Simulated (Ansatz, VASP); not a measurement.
# Cross-check of SnH5CN2Cl3 between VASP and Ansatz, part 2 of 2

One calculation is typed for both programs; each brings its own data sets. How far apart do they land? The cell is taken from a series of runs on this material, whose earlier steps may have relaxed, scaled, displaced or heated it; both programs get it as it stands.

VASP 6.6.1 and Ansatz 0.2.0.

So far: The starting structure; VASP: G0W0 gap, PBE.

### Step 3. Ansatz: G0W0 gap, PBE

Level of this step: Ansatz beside VASP: Kohn-Sham DFT, plane waves, PBE (Ansatz).

Ansatz runs on its PAW soft_1 files.

The same cell, functional and mesh now go to Ansatz, which takes its cutoff from its data sets.

File input.yaml:

```yaml
crystal:
  lattice:
    - [6.040487, 0.0, 0.0]
    - [0.0, 3.859191, 4.153885]
    - [0.0, -3.859191, 4.153885]
  atoms:
    - { symbol: Sn, position: [0.5, 0.3791473433, 0.3791473433] }
    - { symbol: H, position: [0.2040232191, 0.7236718177, 0.7236718177] }
    - { symbol: H, position: [0.7959767809, 0.7236718177, 0.7236718177] }
    - { symbol: H, position: [0.329588876, 0.9145182277, 0.9145182277] }
    - { symbol: H, position: [0.670411124, 0.9145182277, 0.9145182277] }
    - { symbol: H, position: [0.0, 0.0517828811, 0.0517828811] }
    - { symbol: C, position: [0.0, 0.9202618522, 0.9202618522] }
    - { symbol: "N", position: [0.1908067308, 0.8460492313, 0.8460492313] }
    - { symbol: "N", position: [0.8091932692, 0.8460492313, 0.8460492313] }
    - { symbol: Cl, position: [0.5, 0.8458089138, 0.3482450316] }
    - { symbol: Cl, position: [0.5, 0.3482450316, 0.8458089138] }
    - { symbol: Cl, position: [0.0, 0.4130734247, 0.4130734247] }
kpoints:
  mp_grid: { grid: [2, 2, 2] }
hamiltonian:
  xc: pbe
  pseudopotentials: { kind: paw, azcp: { folder: soft_1 } }
scf:
  occupations: { method: fixed }
gw:
  n_empty_bands: 728
  ecut_chi: 140
  qp_bands: [v4, c4]
  qp_kpoints: band_edges
  screening: { model: contour_deformation }
```

Launch:

```sh
ansatz run input.yaml --threads 2 --pin off --max-ram 92160MiB --backend cuda --events-out ev --progress --plain --runs-dir out --devices 1 --max-vram 13GiB
```

Numbers of over 12 decimals in the logs are rounded to 6 here.

Log:

```text
GPUs: using 1 of 1 available (devices: 1).
Engine: ansatz 0.2.0, x86_64-unknown-linux-gnu
Pseudopotentials: kind: paw
Pseudopotential: Sn, paw, valence charge 14, recommended cutoff 420 eV (normal), soft_1/Sn.paw.azcp
Pseudopotential: H, paw, valence charge 1, recommended cutoff 420 eV (normal), soft_1/H.paw.azcp
Pseudopotential: C, paw, valence charge 4, recommended cutoff 420 eV (normal), soft_1/C.paw.azcp
Pseudopotential: N, paw, valence charge 5, recommended cutoff 420 eV (normal), soft_1/N.paw.azcp
Pseudopotential: Cl, paw, valence charge 7, recommended cutoff 420 eV (normal), soft_1/Cl.paw.azcp
Functional definition: PBE
  parameter kappa = 0.804
  parameter beta = 0.066725
  exchange = pbe_x(kappa = kappa, mu = beta*pi^2/3)
  correlation = pbe_c(beta = beta)
device memory: the entry about to start is reckoned to put 1.7 GiB on a device that reports 25.2 GiB free (of which the cap on the GPU budget leaves the run 13.0 GiB)
GPU FFT provider: cuFFT
GPU libraries: cuBLAS 13.8.2, cuFFT 12.4.0, cuSOLVER 12.3.4
Crystal: 12 atoms, lattice volume = 193.666 Å³
Basis set: ecut = 420 eV, 3785 PW (Γ)
Bands: 39, of which v1, the nominal top of the filled ones, is band 27 counted from 1 (26 counted from 0)
Symmetry: 4 space group operations
Space group: Amm2 (ITA 38), of the structure as read, at distance tolerance 5.8e-5 Å
k-points: 6 of 8
Non-local potential: Sn, projectors of the file, l = 0: 2, l = 1: 2, l = 2: 2, l = 3: 1
Non-local potential: H, projectors of the file, l = 0: 2, l = 1: 1
Non-local potential: C, projectors of the file, l = 0: 2, l = 1: 2, l = 2: 1
Non-local potential: N, projectors of the file, l = 0: 2, l = 1: 2, l = 2: 1
Non-local potential: Cl, projectors of the file, l = 0: 2, l = 1: 2, l = 2: 1
PAW form: soft (Blöchl's): semilocal exchange-correlation on the pseudo side does not see the compensation charge
PAW one-centre angular grid: Sn, 590 points (default); XC on 64 Gauss nodes
PAW one-centre angular grid: H, 110 points (default); XC on 64 Gauss nodes
PAW one-centre angular grid: C, 110 points (default); XC on 64 Gauss nodes
PAW one-centre angular grid: N, 110 points (default); XC on 64 Gauss nodes
PAW one-centre angular grid: Cl, 110 points (default); XC on 64 Gauss nodes
Initial density: superposition of atomic densities (chi_scale 0.1, normalization cell), built separately for each of the 2 bonded fragments (scf.initial_density.interfragment_charge_transfer: auto; true builds it for the cell as a whole; a typed value also counts as a typed key of the start: scf.initial_density.chi_scale says what that changes, if anything)
Initial wavefunctions: pseudopotential atomic-orbital guess
GPU buffer pool allocated for 72000 grid points (all kernels)
GPU transforms: local potential and band sums: pruned to the plane-wave sphere, on 45×40×40
Functional: x = pbe(κ = 0.804, μ = 0.219515), c = pbe(β = 0.066725)
SCF iter   1: F=—  HF=-10369.823110 eV  |F-HF|=—  |Δ(HF+E_count)|=         —  Δρ=7.30e-2  dr2=8.90e0  ethr=3.10e-3  ⟨swp⟩=5.0  Hψ=908  notcnv=0  defer=56
preconditioner: auto → Resta (q_TF=auto, 2.205 Å⁻¹)  ε∞=2.9  [insulator: Δε(μ)=1.313 eV  Ē_g=12.386 eV  n_scr=28 (ndim 8)  ℏωp=16.9 eV  f_vac=0.053  ε∞_Penn≈2.9]
SCF iter   2: F=—  HF=-10367.347249 eV  |F-HF|=—  |Δ(HF+E_count)|=    2.48e0  Δρ=3.25e-2  dr2=1.40e0  ethr=3.10e-3  ⟨swp⟩=3.0  Hψ=512  notcnv=0  defer=58
SCF iter   3: F=—  HF=-10367.049572 eV  |F-HF|=—  |Δ(HF+E_count)|=   2.98e-1  Δρ=1.18e-2  dr2=2.29e-1  ethr=2.60e-3  ⟨swp⟩=2.0  Hψ=372  notcnv=0  defer=59
SCF iter   4: F=—  HF=-10367.025244 eV  |F-HF|=—  |Δ(HF+E_count)|=   2.43e-2  Δρ=2.76e-3  dr2=1.59e-2  ethr=4.24e-4  ⟨swp⟩=2.0  Hψ=337  notcnv=0  defer=60
SCF iter   5: F=—  HF=-10367.030530 eV  |F-HF|=—  |Δ(HF+E_count)|=   5.29e-3  Δρ=8.61e-4  dr2=1.75e-3  ethr=2.94e-5  ⟨swp⟩=2.0  Hψ=317  notcnv=0  defer=60
SCF iter   6: F=—  HF=-10367.032201 eV  |F-HF|=—  |Δ(HF+E_count)|=   1.67e-3  Δρ=1.68e-4  dr2=6.86e-5  ethr=3.23e-6  ⟨swp⟩=2.2  Hψ=361  notcnv=0  defer=60
SCF iter   7: F=—  HF=-10367.032228 eV  |F-HF|=—  |Δ(HF+E_count)|=   2.70e-5  Δρ=4.92e-5  dr2=5.31e-6  ethr=1.27e-7  ⟨swp⟩=2.0  Hψ=356  notcnv=0  defer=59
SCF iter   8: F=—  HF=-10367.032236 eV  |F-HF|=—  |Δ(HF+E_count)|=   7.69e-6  Δρ=1.01e-5  dr2=2.97e-7  ethr=9.84e-9  ⟨swp⟩=2.0  Hψ=290  notcnv=0  defer=60
SCF iter   9: F=-10367.032236 eV  HF=-10367.032236 eV  |F-HF|=2.11e-8  |Δ(HF+E_count)|=   4.85e-7  Δρ=2.21e-6  dr2=1.03e-8  ethr=1.85e-10  ⟨swp⟩=15.2  Hψ=1498  notcnv=0
SCF 1 converged in 9 iterations: F = -10367.032236 eV  dr2 = 1.03e-8
  greatest PAW one-centre occupation: 0.993 electrons in one spin orbital (limit 2), on the Sn atom at site 0 (counted from 0), in its partial waves of l = 2
device memory: the entry about to start is reckoned to put 2.2 GiB on a device that reports 28.1 GiB free (of which the cap on the GPU budget leaves the run 13.0 GiB)
NSCF: frozen V_eff on 6 k-points
the band table was solved once the SCF had ended and its energy, with any forces and stress, was formed, with the checks that follow a solve (1024 applications of the Hamiltonian). They found nothing against the state; the energy, forces and stress were not computed again (output.eigenvalues in the input reference)
device memory: the entry about to start is reckoned to put 4.4 GiB on a device that reports 27.9 GiB free (of which the cap on the GPU budget leaves the run 13.0 GiB)
NSCF: frozen V_eff on 6 k-points
G₀W₀ screening: q 1/6
[... further progress lines ...]
device memory: the entry about to start is reckoned to put 0.7 GiB on a device that reports 27.6 GiB free (of which the cap on the GPU budget leaves the run 13.0 GiB)
NSCF: frozen V_eff on 1 k-points
device memory: the entry about to start is reckoned to put 0.7 GiB on a device that reports 27.5 GiB free (of which the cap on the GPU budget leaves the run 13.0 GiB)
NSCF: frozen V_eff on 1 k-points
SCF converged after 9 iterations
Free energy (F): -10367.032236 eV
Harris-Foulkes:  -10367.032236 eV  (|F-HF|=2.11e-8)
Internal energy: -10367.032236 eV  (E = F + TS)
E sigma→0 (E₀):  -10367.032236 eV
Fermi energy:    2.654142 eV
--- Per-component energies (eV) ---
  E_band       = -412.163318
  E_kinetic    = 1038.976893
  E_local      = -3382.549551  (includes V_loc(G=0)·N_el)
  E_nonlocal   = 336.101779
  E_hartree    = 1334.134720
  E_xc         = -655.045324
  E_vxc        = -690.086994  (∫ρ·V_xc dr)
  E_paw        = -6705.693866  (= ΣΔE_a)
  E_vpaw       = -382.871672  (= ΣTr[D̂ρ^β])
  E_aug_tail   = -0.002695  (compensation charges beyond the density's cutoff)
  E_ewald      = -2332.954193
  E_smearing   = -0.000000  (= −TS)
  E_closure    = -0.000000  (closes the sum)
  Σ components = -10367.032236   (vs F -10367.032236, Δ=0.00e0)
--- Band table (eV; the first three rows and the last of 6) ---
  k-point 0: bands = [... 23 lower, 0.0348, 0.3789, 0.6127, 0.8170, 5.4898, 6.4699, 7.0050, 7.6090, ... 8 higher]
  k-point 1: bands = [... 23 lower, 0.4680, 0.4884, 0.7308, 1.1642, 5.1547, 5.5221, 6.5954, 7.4095, ... 8 higher]
  k-point 2: bands = [... 23 lower, 0.4074, 0.5926, 0.7047, 2.1342, 4.6107, 4.6765, 5.6696, 6.1860, ... 8 higher]
  k-point 5: bands = [... 23 lower, 0.2510, 0.6562, 0.9275, 2.6541, 4.0687, 4.5459, 4.6102, 5.6990, ... 8 higher]
--- G₀W₀: contour deformation, 7 samples at zero and on the imaginary axis and 1 off it, 8 q-points, 728 empty bands' worth ---
  eigenvalues of the whole cell's RPA ε∞ on this k-mesh (on a slab, of 1 + 4πα/V) = 6.7256, 7.4025, 7.6801; static W/v taken at q = 0 is 0.137814
  gw.qp_kpoints: band_edges: 6 of 6 stored k-points solved, in 1 pass; an edge of the gap read off the rows below is read off those points alone
  `?` marks the rows in doubt; gw_qp.tsv's column doubts and the gw_qp event give each row's grounds
    ik  band        ε_KS         Σx   Σc(E_QP)       V_xc       Z   E_QP_lin       E_QP  E_QP is
     0    24      0.0348   -20.4295     3.4908   -15.8285  0.7023    -1.1503    -1.0754  root
     0    25      0.3789   -20.4822     3.2512   -16.2311  0.7004    -0.6760    -0.6211  root
     0    26      0.6127   -20.0562     3.3493   -15.6356  0.6976    -0.5279    -0.4586  root
     0    27      0.8170   -20.4261     3.4939   -15.8244  0.6971    -0.3675    -0.2908  root
     0    28      5.4898    -8.7785    -4.3602   -14.2940  0.7476     6.7179     6.6450  root
     0    29      6.4699    -5.7169    -4.1185   -10.3426  0.7714     6.9862     6.9770  root
     0    30      7.0050    -9.1273    -4.4289   -13.9515  0.7079     7.4065     7.4002  root
     0    31      7.6090    -7.2807    -4.2670   -11.9192  0.7354     7.9870     7.9806  root
     1    24      0.4680   -19.9404     3.3200   -15.5460  0.6979    -0.6761    -0.6063  root
     1    25      0.4884   -21.0349     3.2165   -16.7929  0.7118    -0.5921    -0.5371  root
     1    26      0.7308   -20.1847     3.4881   -15.5837  0.6966    -0.4607    -0.3821  root
     1    27      1.1642   -19.7947     2.1778   -16.7195  0.7202     0.2275     0.2668  root
     1    28      5.1547    -8.3616    -4.0316   -12.8006  0.7475     5.5682     5.5620  root
     1    29      5.5221    -8.9556    -4.4478   -14.5935  0.7455     6.7940     6.7122  root
     1    30      6.5954    -8.8528    -4.2248   -13.4550  0.7213     6.9779     6.9729  root
     1    31      7.4095    -7.0133    -4.3943   -12.0844  0.7526     8.1049     8.0863  root
     2    24      0.4074   -19.6224     3.3918   -15.1472  0.6961    -0.7504    -0.6759  root
     2    25      0.5926   -21.4621     3.1556   -17.2861  0.7189    -0.4800    -0.4278  root
     2    26      0.7047   -20.0640     3.4662   -15.4896  0.6969    -0.4820    -0.4035  root
     2    27      2.1342   -19.6910     1.6100   -17.2688  0.7302     1.2910     1.3220  root
     2    28      4.6107    -7.8326    -3.9124   -12.0848  0.7545     4.9544     4.9504  root
     2    29      4.6765    -7.5591    -3.9587   -11.9357  0.7544     5.1006     5.0944  root
     2    30      5.6696    -9.1622    -4.5305   -14.8807  0.7415     6.9387     6.8576  root
     2    31      6.1860    -8.7263    -4.0273   -13.1120  0.7328     6.5489     6.5444  root
[...]
4    30      5.6272    -9.1772    -4.5461   -14.9778  0.7433     6.9838     6.8818  root ?
     4    31      7.2005    -8.5396    -4.2762   -13.2655  0.7315     7.6582     7.6500  root
     5    24      0.2510   -20.8627     3.3369   -16.4546  0.7080    -0.8848    -0.8203  root
     5    25      0.6562   -20.2623     3.3400   -15.8465  0.7005    -0.4878    -0.4196  root
     5    26      0.9275   -20.6825     3.4349   -16.1484  0.7005    -0.2443    -0.1717  root
     5    27      2.6541   -19.2940     1.3581   -17.1411  0.7353     1.8345     1.8594  root
     5    28      4.0687    -7.0328    -3.7460   -11.0576  0.7592     4.3500     4.3475  root
     5    29      4.5459    -7.9086    -3.9317   -12.1912  0.7557     4.9010     4.8967  root
     5    30      4.6102    -7.3994    -3.9115   -11.6439  0.7556     4.9471     4.9433  root
     5    31      5.6990    -9.3514    -4.6158   -15.2555  0.7416     7.1038     6.9872  root ?
```

### Step 4. Side by side

Known differences besides the potentials themselves: fixed occupations in Ansatz, narrow Gaussian smearing in VASP; the cutoff is 420 eV in Ansatz and 450 eV in VASP; VASP leaves aspherical gradient terms in its spheres out (LASPH is not set), Ansatz keeps them; Ansatz integrates over frequency by contour deformation, VASP on a grid of NOMEGA points; Ansatz's G0W0 levels solve the quasiparticle equation, VASP's are linearised. Total energies have different zeros and are not compared.

The two programs side by side:

```csv
quantity,Ansatz,VASP,difference
G0W0 gap on the mesh (eV),2.49,2.53,-0.05
Kohn-Sham gap under it (eV),1.41,1.41,0.00
```

### Step 5. Summary of results

```json
{
  "difference in G0W0 gap on the mesh (G0W0 gap, PBE)": "-0.046 eV"
}
```

The difference in G0W0 gap on the mesh is -0.046 eV (G0W0 gap, PBE). How closely two codes agree says nothing of how well the functional describes the real material.

[Lines on the potential files, build, host, timing and source positions are cut from VASP's logs without a mark.]

[Logs are printed without paths, hosts, clocks, repeated set-up lines and the standing remarks that a program may print on its own settings, such as how far it seeks lower states.]

[Hosts, paths, dates, database ids (printed as entryN), source tags and the programs' standing remarks are cut or masked in the printed files.]
